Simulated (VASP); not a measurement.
An input for Ansatz (written as the equivalent of a VASP run, and not itself run):

Ansatz 0.2 input:
```yaml
crystal:
  lattice:
    - [3.8481044, 0.0000000, 0.0000000]
    - [0.0000000, 3.8481044, 0.0000000]
    - [0.0000000, 0.0000000, 5.4236062]
  atoms:
    - { symbol: Al, position: [0.0000000, 0.0000000, 0.0000000] }
    - { symbol: Al, position: [0.5000000, 0.5000000, 0.5000000] }
    - { symbol: P, position: [0.5000000, 0.0000000, 0.2500000] }
    - { symbol: P, position: [0.0000000, 0.5000000, 0.7500000] }
kpoints:
  mp_grid: { grid: [5, 5, 4] }
hamiltonian:
  xc: lda
  pseudopotentials: { kind: paw }
scf:
  occupations: { method: gaussian, width: 0.05 }
  max_iter: 100
relax:
  max_steps: 60
  f_tol: 0.02
  cell: {}
output: { forces: true, stress: true, eigenvalues: true }
```

Q: Write the VASP files for the same calculation (LDA).

A: One answer among several that fit: 
KPOINTS:
```
kpoints
0
G
  5 5 4
```

### INCAR
```
! general
SYSTEM = AlP
PREC   = Accurate
ENCUT  = 400
LREAL  = F
LASPH  = T

! electronic loop
EDIFF  = 1E-6
NELM   = 100
ALGO   = Normal

! smearing
ISMEAR = 0
SIGMA  = 0.05

! ions
IBRION = 2
NSW    = 60
ISIF   = 3
EDIFFG = -0.02

! output
LWAVE  = F
LCHARG = F
```

### POSCAR
```
AlP
1.0
  3.8481044197   0.0000000000   0.0000000000
  0.0000000000   3.8481044197   0.0000000000
  0.0000000000   0.0000000000   5.4236062249
Al P
2 2
Cart
  0.0000000000   0.0000000000   0.0000000000
  1.9240522098   1.9240522098   2.7118031125
  1.9240522098   0.0000000000   1.3559015562
  0.0000000000   1.9240522098   4.0677046687
```

POTCAR, in this order: Al P (LDA.64 set). Program: vasp_std.

Limits of the translation: each code has its own PAW files, so the cut-off isn't converted (ENCUT is set for VASP's; basis.ecutwfc is left out, and Ansatz then takes the one that its files recommend); Ansatz stops its SCF on the density residual and VASP on the energy change (EDIFF); Ansatz's lda is the Perdew-Wang form, while the LDA potentials of VASP carry Perdew-Zunger's.

The compound is AlP in the zinc blende structure. It was relaxed first. The start is the result of an earlier pass.
